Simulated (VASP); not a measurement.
VASP runs on ZnCl$_{2}$ (space group P4_2/nmc) share one base input (LDA (Ceperley-Alder, Perdew-Zunger), plane waves, VASP's LDA PAW potentials (set 64)) and change the settings named in each case.

File POSCAR:
```
ZnCl2
1
    3.7895400000     0.0000000000     0.0000000000
    0.0000000000     3.7895400000     0.0000000000
    0.0000000000     0.0000000000    10.9282140000
Zn Cl
2 4
Direct
  0.0000000000   0.0000000000   0.0000000000
  0.5000000000   0.5000000000   0.5000000000
  0.0000000000   0.5000000000   0.1250000000
  0.0000000000   0.5000000000   0.6250000000
  0.5000000000   0.0000000000   0.3750000000
  0.5000000000   0.0000000000   0.8750000000
```

**INCAR**
```
SYSTEM=ZnCl2
PREC=Accurate; ENCUT=300; LREAL=.False.
LASPH=.True.
EDIFF=1E-6; NELM=100; ALGO=Normal
LMAXMIX=4
ISMEAR=-1; SIGMA=0.1
ISIF=2
LWAVE=.False.; LCHARG=.False.
```

**KPOINTS**
```
kpoints
0
G
  9 9 3
```

POTCAR, in this order: Zn Cl (LDA.64 set). Program: vasp_std.

| change | E(σ→0) (eV/atom) | pressure (GPa) |
|---|---|---|
| base run | -3.1866 | -5.45 |
| GGA = PS, POTCAR Zn Cl (PBE.64 set) | -2.9497 | -3.56 |
| KPOINTS 3×3×1 Γ-centred mesh | -3.1719 | -5.24 |
| LDAU = .TRUE., LDAUJ = 0 0, LDAUL = 2 -1, LDAUTYPE = 2, LDAUU = 4.0 0 | -3.0996 | -6.34 |
 Energies of different potentials or functionals have different zeros.  At 300 eV the pressure can carry a Pulay error.

Left out are runs that ran out of time, are held back, or changed the cell or the kind of run, fixed moments of cells without a moment, rows past the twelfth, gaps on odd meshes, pressures of charged cells and columns that move by less than the noise.

The structure comes from a measured ZnCl2 entry (P4_2/nmc) of the Crystallography Open Database, whose conditions weren't checked. The cell was not relaxed at this level, its lattice was scaled by up to 2.5 %.
